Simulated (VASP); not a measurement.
# B3Pd (Fm-3m) in VASP: further runs

Runs on B3Pd. Level: PBE. Tasks: single point, relaxation of cell and atoms.

Everything below comes from runs of VASP 6.6.1. Logs are shortened: lines on timing, memory, paths and dates and some standing lists are left out, and cuts for length are marked.

**1. The cell of the first run**

The structure is cubic, space group Fm-3m (No. 225). Conventional cell: a = 5.235 Å, b = 5.235 Å, c = 5.235 Å, α = 90.00°, β = 90.00°, γ = 90.00°. Around B (site symmetry m-3m) lie 8 B at 2.27 Å. B (site symmetry -43m) is surrounded by 4 B at 2.27 Å and 4 Pd at 2.27 Å. Pd (site symmetry m-3m) has 8 B at 2.27 Å as nearest neighbours.

The cell was built by a generator and needn't be a form met in nature.

**2. Single point, PBE (random cell by space group and Wyckoff sites (Fm-3m, No. 225))**

INCAR reads:

```
SYSTEM = B3Pd
ALGO = Normal
EDIFF = 1E-6
ENCUT = 520
GGA = PE
ISIF = 2
ISMEAR = 0
LASPH = .True.
LCHARG = .True.
LELF = .True.
LREAL = .False.
LVHAR = .True.
LWAVE = .False.
NBANDS = 18
NELM = 100
PREC = Accurate
SIGMA = 0.1
```

KPOINTS reads:

```
k-points
0
Gamma
  16 16 16
  0 0 0
```

POSCAR reads:

```
B3Pd
1.0
    0.0000000000      2.6176797961      2.6176797961
    2.6176797961      0.0000000000      2.6176797961
    2.6176797961      2.6176797961      0.0000000000
B Pd
3 1
Direct
    0.0000000000      0.0000000000      0.0000000000
    0.2500000000      0.2500000000      0.2500000000
    0.7500000000      0.7500000000      0.7500000000
    0.5000000000      0.5000000000      0.5000000000
```

Potentials or basis: VASP PAW PBE potentials, release 64 (B, Pd).

Started as:

```sh
$ cat potpaw_PBE.64/B/POTCAR potpaw_PBE.64/Pd/POTCAR > POTCAR
$ mpirun -np 1 vasp_std > vasp.out
```

OUTCAR:

```text
SYSTEM = B3Pd
   EDIFF = 1E-6
   ENCUT = 520
   GGA = PE
   ISIF = 2
   ISMEAR = 0
   LASPH = .True.
   LREAL = .False.
   NELM = 100
   PREC = Accurate

 ion  position               nearest neighbor table
   1  0.000  0.000  0.000-   4 2.62   4 2.62   4 2.62   4 2.62   4 2.62   4 2.62
   2  0.250  0.250  0.250-   4 2.27   4 2.27   4 2.27   4 2.27
   3  0.750  0.750  0.750-   4 2.27   4 2.27   4 2.27   4 2.27
   4  0.500  0.500  0.500-   2 2.27   2 2.27   2 2.27   2 2.27   3 2.27   3 2.27   3 2.27   3 2.27
                             1 2.62   1 2.62   1 2.62   1 2.62   1 2.62   1 2.62

  LATTYP: Found a face centered cubic cell.
 ALAT       =     5.2353595922

  Lattice vectors:

 A1 = (   0.0000000000,   2.6176797961,   2.6176797961)
 A2 = (   2.6176797961,   0.0000000000,   2.6176797961)
 A3 = (   2.6176797961,   2.6176797961,   0.0000000000)

Analysis of symmetry for initial positions (statically):
=====================================================================
 Subroutine PRICEL returns:
 Original cell was already a primitive cell.

 Routine SETGRP: Setting up the symmetry group for a
 face centered cubic supercell.

 Subroutine GETGRP returns: Found 48 space group operations
 (whereof 48 operations were pure point group operations)
 out of a pool of 48 trial point group operations.

The static configuration has the point symmetry O_h .

Analysis of symmetry for dynamics (positions and initial velocities):
=====================================================================
 Subroutine PRICEL returns:
 Original cell was already a primitive cell.

 Routine SETGRP: Setting up the symmetry group for a
 face centered cubic supercell.

 Subroutine GETGRP returns: Found 48 space group operations
 (whereof 48 operations were pure point group operations)
 out of a pool of 48 trial point group operations.

The dynamic configuration has the point symmetry O_h .

 Subroutine INISYM returns: Found 48 space group operations
 (whereof 48 operations are pure point group operations),
 and found     1 'primitive' translations

----------------------------------------------------------------------------------------

                                     Primitive cell

  volume of cell :      35.8740

  direct lattice vectors                    reciprocal lattice vectors
     0.000000000  2.617679796  2.617679796    -0.191008847  0.191008847  0.191008847
     2.617679796  0.000000000  2.617679796     0.191008847 -0.191008847  0.191008847
     2.617679796  2.617679796  0.000000000     0.191008847  0.191008847 -0.191008847

  length of vectors
     3.701958270  3.701958270  3.701958270     0.330837028  0.330837028  0.330837028

  position of ions in fractional coordinates (direct lattice)
     0.000000000  0.000000000  0.000000000
     0.250000000  0.250000000  0.250000000
     0.750000000  0.750000000  0.750000000
     0.500000000  0.500000000  0.500000000

  ion indices of the primitive-cell ions
   primitive index   ion index
                 1           1
                 2           2
                 3           3
                 4           4

----------------------------------------------------------------------------------------

 KPOINTS: k-points

Automatic generation of k-mesh.
 Grid dimensions read from file:
 generate k-points for:   16   16   16

 Generating k-lattice:

  Cartesian coordinates                     Fractional coordinates (reciprocal lattice)
    -0.011938053  0.011938053  0.011938053     0.062500000  0.000000000  0.000000000
     0.011938053 -0.011938053  0.011938053     0.000000000  0.062500000  0.000000000
     0.011938053  0.011938053 -0.011938053     0.000000000  0.000000000  0.062500000

  Length of vectors
     0.020677314  0.020677314  0.020677314

  Shift w.r.t. Gamma in fractional coordinates (k-lattice)
     0.000000000  0.000000000  0.000000000

 Subroutine IBZKPT returns following result:
 ===========================================

 Found    145 irreducible k-points:

 Following reciprocal coordinates:
            Coordinates               Weight
  0.000000  0.000000  0.000000      1.000000
  0.062500  0.000000  0.000000      8.000000
  0.125000  0.000000  0.000000      8.000000
  0.187500  0.000000  0.000000      8.000000
  0.250000  0.000000  0.000000      8.000000
  0.312500  0.000000  0.000000      8.000000
[... 16 lines left out ...]
 -0.125000  0.062500  0.000000     24.000000
 -0.062500  0.062500  0.000000     12.000000
 [... further k-points ...]
   k-points           NKPTS =    145   k-points in BZ     NKDIM =    145   number of bands    NBANDS=     18
   number of dos      NEDOS =    301   number of ions     NIONS =      4
   total plane-waves  NPLWV =  21952
   dimension x,y,z NGX =    28 NGY =   28 NGZ =   28
   dimension x,y,z NGXF=    56 NGYF=   56 NGZF=   56
   ions per type =               3   1
   NGX,Y,Z   is equivalent  to a cutoff of  12.57, 12.57, 12.57 a.u.
   NGXF,Y,Z  is equivalent  to a cutoff of  25.15, 25.15, 25.15 a.u.
 SYSTEM =  B3Pd
   PREC   = accura    normal or accurate (medium, high low for compatibility)
   ISTART =      0    job   : 0-new  1-cont  2-samecut
   ICHARG =      2    charge: 1-file 2-atom 10-const
   ISPIN  =      1    spin polarized calculation?
   LNONCOLLINEAR =      F non collinear calculations
   LSORBIT =      F    spin-orbit coupling
   LASPH  =      T    aspherical Exc in radial PAW
   ENCUT  =  520.0 eV  38.22 Ry    6.18 a.u.   6.88  6.88  6.88*2*pi/ulx,y,z
   NELM   =    100;   NELMIN=  2; NELMDL= -5     # of ELM steps
   EDIFF  = 0.1E-05   stopping-criterion for ELM
   LREAL  =      F    real-space projection
   EDIFFG = 0.1E-04   stopping-criterion for IOM
   NSW    =      0    number of steps for IOM
   IBRION =     -1    ionic relax: 0-MD 1-quasi-New 2-CG
   NFREE  =      0    steps in history (QN), initial steepest desc. (CG)
   ISIF   =      2    stress and relaxation
   ISYM   =      2    0-nonsym 1-usesym 2-fastsym
   POTIM  = 0.5000    time-step for ionic-motion
   TEBEG  =    0.0;   TEEND  =   0.0 temperature during run
   PSTRESS=    0.0 pullay stress
   NELECT =      19.0000    total number of electrons
   NUPDOWN=      -1.0000    fix difference up-down
   EMIN   =  10.00;   EMAX   =-10.00  energy-range for DOS
   EFERMI =   0.00;   METHOD = LEGACY
   ISMEAR =     0;   SIGMA  =   0.10  broadening in eV -4-tet -1-fermi 0-gaus
   EFERMI_NEDOS =   21; number of points for ismear=-14 and -15
   IALGO  =     38    algorithm
   IMIX   =      4    mixing-type and parameters
     AMIX     =   0.40;   BMIX     =  1.00
     AMIX_MAG =   1.60;   BMIX_MAG =  1.00
  volume/ion in A,a.u.               =       8.97        60.52
  Fermi-wavevector in a.u.,A,eV,Ry     =   1.324543  2.503024 23.870267  1.754415
  Thomas-Fermi vector in A             =   2.454070
   LORBIT       =      0    0 simple, 1 ext, 2 COOP (PROOUT), +10 PAW based schemes
   GGA     = PE    functional components
   LHFCALC =     F    Hartree Fock is set to
   AEXX    =    0.0000 exact exchange contribution
   IVDW    =     0    specifies the selected vdW correction
   LEPSILON=     F    determine dielectric tensor
   LRPA    =     F    only Hartree local field effects (RPA)
 non-spin polarized calculation
 Gauss-broadening in eV      SIGMA  =   0.10
  energy-cutoff  :      520.00
  volume of cell :       35.87
 maximum number of plane-waves:       982
   NGX = 13   NGY = 13   NGZ = 13

 number of electron      18.9999995 magnetization

 Free energy of the ion-electron system (eV)
  ---------------------------------------------------
  ext. energy  EPLUGINS =         0.00000000
  ---------------------------------------------------
  free energy    TOTEN  =       -19.55310734 eV

  energy without entropy =      -19.54380774  energy(sigma->0) =      -19.54845754

 E-fermi :   9.7314     XC(G=0): -12.7173

 val. band max:        9.7305970038   @ k =  -0.3125   0.0625   0.0000
 cond. band min:       9.7325674702   @ k =   0.3125   0.1875   0.0625
 fundamental gap:      0.0019704663
 Fermi energy:         9.7313973192

 k-point     1 :       0.0000    0.0000    0.0000
  band No.  band energies     occupation
      1      -4.6955      2.00000
      2       2.6713      2.00000
      3       2.6713      2.00000
      4       2.6713      2.00000
      5       4.9980      2.00000
      6       4.9980      2.00000
[... 10 lines left out ...]
     17      13.6911      0.00000
     18      22.7950      0.00000

 k-point     2 :       0.0625    0.0000    0.0000
  band No.  band energies     occupation
      1      -4.6364      2.00000
      2       2.5722      2.00000
      3       2.6933      2.00000
      4       2.6933      2.00000
      5       4.9283      2.00000
      6       4.9283      2.00000
[... 10 lines left out ...]
     17      14.4275      0.00000
     18      22.8648      0.00000

 k-point     3 :       0.1250    0.0000    0.0000
  band No.  band energies     occupation
      1      -4.4602      2.00000
      2       2.2941      2.00000
      3       2.7499      2.00000
      4       2.7499      2.00000
      5       4.7660      2.00000
      6       4.7660      2.00000
[... 10 lines left out ...]
     17      15.4158      0.00000
     18      23.0586      0.00000

 k-point     4 :       0.1875    0.0000    0.0000
  band No.  band energies     occupation
      1      -4.1701      2.00000
      2       1.8780      2.00000
      3       2.8116      2.00000
      4       2.8116      2.00000
      5       4.6111      2.00000
      6       4.6111      2.00000
[... 375 lines left out ...]
      4       2.9454      2.00000
      5       4.2955      2.00000
      6       4.7878      2.00000
[... 10 lines left out ...]
     17      16.6360      0.00000
     18      23.2454      0.00000

 k-point    23 :      -0.1250    0.0625    0.0000
  band No.  band energies     occupation
      1      -4.3243      2.00000
      2       2.1534      2.00000
      3       2.6649      2.00000
      4       2.8554      2.00000
      5       4.4789      2.00000
      6       4.8488      2.00000
[... 10 lines left out ...]
     17      15.8754      0.00000
     18      23.0244      0.00000

 k-point    24 :      -0.0625    0.0625    0.0000
  band No.  band energies     occupation
      1      -4.5383      2.00000
      2       2.4467      2.00000
      3       2.6666      2.00000
      4       2.7575      2.00000
      5       4.7236      2.00000
      6       4.9293      2.00000
[... 10 lines left out ...]
     17      14.9855      0.00000
     18      22.8776      0.00000

 [... further k-points ...]

------------------------ aborting loop because EDIFF is reached ----------------------------------------

  FORCE on cell =-STRESS in cart. coord.  units (eV):
  Direction    XX          YY          ZZ          XY          YZ          ZX
  --------------------------------------------------------------------------------------
  -------------------------------------------------------------------------------------
  Total       -0.0028078     -0.0028078     -0.0028078      0.0000000      0.0000000     -0.0000000
  in kB       -0.1253991     -0.1253991     -0.1253991      0.0000000      0.0000000     -0.0000000
  external PRESSURE =      -0.1253991 kB  Pullay stress =       0.0000000 kB

 VOLUME and BASIS-vectors are now :
 -----------------------------------------------------------------------------
  energy-cutoff  :      520.00
  volume of cell :       35.87
      direct lattice vectors                 reciprocal lattice vectors
     0.000000000  2.617679796  2.617679796    -0.191008847  0.191008847  0.191008847
     2.617679796  0.000000000  2.617679796     0.191008847 -0.191008847  0.191008847
     2.617679796  2.617679796  0.000000000     0.191008847  0.191008847 -0.191008847

 POSITION                                       TOTAL-FORCE (eV/Angst)
 -----------------------------------------------------------------------------------
      0.00000      0.00000      0.00000        -0.000000      0.000000     -0.000000
      1.30884      1.30884      1.30884         0.000000      0.000000      0.000000
      3.92652      3.92652      3.92652        -0.000000     -0.000000     -0.000000
      2.61768      2.61768      2.61768        -0.000000      0.000000     -0.000000
 -----------------------------------------------------------------------------------
    total drift:                                0.000000      0.000000      0.000000

  FREE ENERGIE OF THE ION-ELECTRON SYSTEM (eV)
  ---------------------------------------------------
  free  energy   TOTEN  =       -19.5531073418 eV

  energy  without entropy=      -19.5438077408  energy(sigma->0) =      -19.54845754
```

It took 39 s on 1 thread of AMD EPYC 9R45 (Zen 5), shared host; peak memory 0.19 GiB.

What came out:

```
Free energy            : -19.5531 eV
Pressure               : 0.0 GPa
Band gap on the k mesh : none (metal or under the smearing width)
```

**3. Relaxation of cell and atoms, PBE (random cell by space group and Wyckoff sites (Fm-3m, No. 225))**

INCAR reads:

```
SYSTEM = B3Pd
PREC = Accurate
ENCUT = 600
EDIFF = 1E-7
ISMEAR = 0
SIGMA = 0.1
LREAL = .False.
LASPH = .True.
NELM = 80
ALGO = Normal
ISIF = 3
LWAVE = .False.
LCHARG = .False.
GGA = PE
IBRION = 2
NSW = 100
EDIFFG = -0.01
```

KPOINTS reads:

```
Automatic mesh
0
Gamma
  16 16 16
  0 0 0
```

POSCAR reads:

```
B3Pd
1.0
    0.0000000000      2.6225176590      2.6225176590
    2.6225176590      0.0000000000      2.6225176590
    2.6225176590      2.6225176590      0.0000000000
B Pd
3 1
Direct
    0.0000000000      0.0000000000      0.0000000000
    0.2500000000      0.2500000000      0.2500000000
    0.7500000000      0.7500000000      0.7500000000
    0.5000000000      0.5000000000      0.5000000000
```

Potentials or basis: VASP PAW PBE potentials, release 64 (B, Pd).

Started as:

```sh
$ cat potpaw_PBE.64/B/POTCAR potpaw_PBE.64/Pd/POTCAR > POTCAR
$ mpirun -np 1 vasp_std > vasp.out
```

It took 85 s on 1 thread of AMD EPYC 9R45 (Zen 5), shared host; peak memory 0.21 GiB.

It converged, with:

| Item | Value |
| --- | --- |
| Free energy | -19.5547 eV |
| Relaxed volume | 8.97 Å³/atom |
| Relaxed cell | a = 3.702 Å, b = 3.702 Å, c = 3.702 Å, α = 60.00°, β = 60.00°, γ = 60.00° |
| Space group after relaxing (to 0.05 Å) | Fm-3m (No. 225) |
| Energy gained by relaxing | 0.2 meV/atom |
| Ionic steps | 3 |
| Pressure after relaxing | 0.0 GPa |
| Band gap on the k mesh | none (metal or under the smearing width) |

The path:
```tsv
step	energy change (eV)	largest force (eV/Å)	pressure (GPa)	volume (Å³)
1	0.0000	0.0000	-1.14	36.07
2	-0.0005	0.0000	0.71	35.74
3	-0.0008	0.0000	0.00	35.86
```

Final structure:
```cif
data_structure
_symmetry_space_group_name_H-M 'P 1'
_symmetry_Int_Tables_number 1
_cell_length_a 3.7015
_cell_length_b 3.7015
_cell_length_c 3.7015
_cell_angle_alpha 60.000
_cell_angle_beta 60.000
_cell_angle_gamma 60.000
_cell_volume 35.86
loop_
_atom_site_label
_atom_site_type_symbol
_atom_site_fract_x
_atom_site_fract_y
_atom_site_fract_z
_atom_site_occupancy
B1 B 0.00000 0.00000 0.00000 1
B2 B 0.25000 0.25000 0.25000 1
B3 B 0.75000 0.75000 0.75000 1
Pd1 Pd 0.50000 0.50000 0.50000 1
```

Levels at points of the mesh, in eV from the Fermi level:
```csv
k point,band 7,band 8,band 9,band 10,band 11,band 12,band 13
"(0.00, 0.00, 0.00)",-1.18,-1.13,-1.13,-1.13,2.20,3.01,3.01
"(0.50, 0.00, 0.00)",-4.40,-1.84,-0.94,-0.94,0.88,0.88,3.55
"(0.50, 0.50, 0.00)",-4.81,-4.24,-3.30,-0.04,1.21,5.41,5.72
```

**4. Single point, PBE (random cell by space group and Wyckoff sites (Fm-3m, No. 225))**

INCAR reads:

```
SYSTEM = B3Pd
PREC = Accurate
ENCUT = 520
EDIFF = 1E-6
ISMEAR = 0
SIGMA = 0.1
LREAL = .False.
LASPH = .True.
NELM = 60
ALGO = Normal
ISIF = 2
LWAVE = .False.
LCHARG = .True.
GGA = PE
LELF = .True.
LVHAR = .True.
NBANDS = 18
```

KPOINTS reads:

```
Automatic mesh
0
Gamma
  6 6 6
  0 0 0
```

POSCAR is that of step 3.

Potentials or basis: VASP PAW PBE potentials, release 64 (B, Pd).

Started as:

```sh
$ cat potpaw_PBE.64/B/POTCAR potpaw_PBE.64/Pd/POTCAR > POTCAR
$ mpirun -np 1 vasp_std > vasp.out
```

OUTCAR:

```text
SYSTEM = B3Pd
   PREC = Accurate
   ENCUT = 520
   EDIFF = 1E-6
   ISMEAR = 0
   LREAL = .False.
   LASPH = .True.
   NELM = 60
   ISIF = 2
   GGA = PE

 ion  position               nearest neighbor table
   1  0.000  0.000  0.000-   4 2.62   4 2.62   4 2.62   4 2.62   4 2.62   4 2.62
   2  0.250  0.250  0.250-   4 2.27   4 2.27   4 2.27   4 2.27
   3  0.750  0.750  0.750-   4 2.27   4 2.27   4 2.27   4 2.27
   4  0.500  0.500  0.500-   2 2.27   3 2.27   2 2.27   2 2.27   2 2.27   3 2.27   3 2.27   3 2.27
                             1 2.62   1 2.62   1 2.62   1 2.62   1 2.62   1 2.62

[... 527 lines left out ...]
  -------------------------------------------------------------------------------------
  Total       -0.0108728     -0.0108728     -0.0108728     -0.0000000      0.0000000     -0.0000000
  in kB       -0.4829098     -0.4829098     -0.4829098     -0.0000000      0.0000000     -0.0000000
  external PRESSURE =      -0.4829098 kB  Pullay stress =       0.0000000 kB

 VOLUME and BASIS-vectors are now :
 -----------------------------------------------------------------------------
  energy-cutoff  :      520.00
  volume of cell :       36.07
      direct lattice vectors                 reciprocal lattice vectors
     0.000000000  2.622517659  2.622517659    -0.190656485  0.190656485  0.190656485
     2.622517659  0.000000000  2.622517659     0.190656485 -0.190656485  0.190656485
     2.622517659  2.622517659  0.000000000     0.190656485  0.190656485 -0.190656485

 POSITION                                       TOTAL-FORCE (eV/Angst)
 -----------------------------------------------------------------------------------
      0.00000      0.00000      0.00000         0.000000     -0.000000      0.000000
      1.31126      1.31126      1.31126        -0.000000     -0.000000     -0.000000
      3.93378      3.93378      3.93378         0.000000      0.000000      0.000000
      2.62252      2.62252      2.62252         0.000000     -0.000000      0.000000
 -----------------------------------------------------------------------------------
    total drift:                                0.000000      0.000000      0.000000

  FREE ENERGIE OF THE ION-ELECTRON SYSTEM (eV)
  ---------------------------------------------------
  free  energy   TOTEN  =       -19.5492890429 eV

  energy  without entropy=      -19.5318426574  energy(sigma->0) =      -19.54056585
```

Wall time 6.9 s (1 thread of AMD EPYC 9R45 (Zen 5), shared host); peak memory 0.13 GiB.

What came out:

| Quantity | Value |
| --- | --- |
| Free energy | -19.5493 eV |
| Pressure | 0.0 GPa |
| Band gap on the k mesh | none (metal or under the smearing width) |

**5. Summary**

| task | cell | k mesh | cutoff (eV) | gap on the mesh (eV) | pressure (GPa) |
| --- | --- | --- | --- | --- | --- |
| single point | random cell by space group and Wyckoff sites (Fm-3m, No. 225) | 16 × 16 × 16 | 520 | none | 0.0 |
| relaxation of cell and atoms | relaxed from: random cell by space group and Wyckoff sites (Fm-3m, No. 225) | 16 × 16 × 16 | 600 | none | 0.0 |
| single point | random cell by space group and Wyckoff sites (Fm-3m, No. 225) | 6 × 6 × 6 | 520 | none | 0.0 |

Alike in all rows: level PBE; potentials or basis VASP PAW PBE potentials, release 64 (B, Pd); no spin polarisation; smearing gaussian 0.1 eV.

Absolute energies hang on the potentials; compare differences alone.
